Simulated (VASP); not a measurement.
Input of a VASP 6.6.1 run:

Contents of INCAR:

```
ALGO = Normal
EDIFF = 1E-7
ENCUT = 520
GGA = PE
ISIF = 2
ISMEAR = 0
LASPH = T
LCHARG = F
LREAL = F
LWAVE = F
NBANDS = 16
NELM = 60
PREC = Accurate
SIGMA = 0.02
```

File KPOINTS:

```
k-points
0
Gamma
  8 8 8
```

Contents of POSCAR:

```
GaP
1.0
    0.0000000000      2.7247315010      2.7247315010
    2.7247315010      0.0000000000      2.7247315010
    2.7247315010      2.7247315010      0.0000000000
Ga P
1 1
Direct
    0.0000000000      0.0000000000      0.0000000000
    0.2500000000      0.2500000000      0.2500000000
```

Potentials or basis: VASP PAW PBE potentials, release 64 (Ga_d, P).

Run with:

```console
$ cat potpaw_PBE.64/Ga_d/POTCAR potpaw_PBE.64/P/POTCAR > POTCAR
$ mpirun -np 1 vasp_std > vasp.out
```

**Question.** Predict the band gap on the k mesh.

**Answer.** 1.64 eV, indirect (least direct gap 1.83 eV).

**Question.** Estimate the pressure.

**Answer.** 2.5 GPa.

**Measured values to compare with.**

“Stacking defects in GaP nanowires: Electronic structure and optical properties”, 2018, arxiv:1810.01194 quotes, for a bulk crystal of GaP at 10 K: band gap 2.34 eV (indirect).

Against the measured gap of GaP, 2.34 eV (indirect; 10 K; quoted in “Stacking defects in GaP nanowires: Electronic structure and optical properties”, 2018, arxiv:1810.01194), the calculated 1.64 eV is off by -0.70 eV. Spin-orbit coupling on Ga is left out. The value is that of PBE on a finite k mesh, which can miss the band edges, without temperature or zero-point motion. Semilocal functionals fall short of measured gaps as a rule.
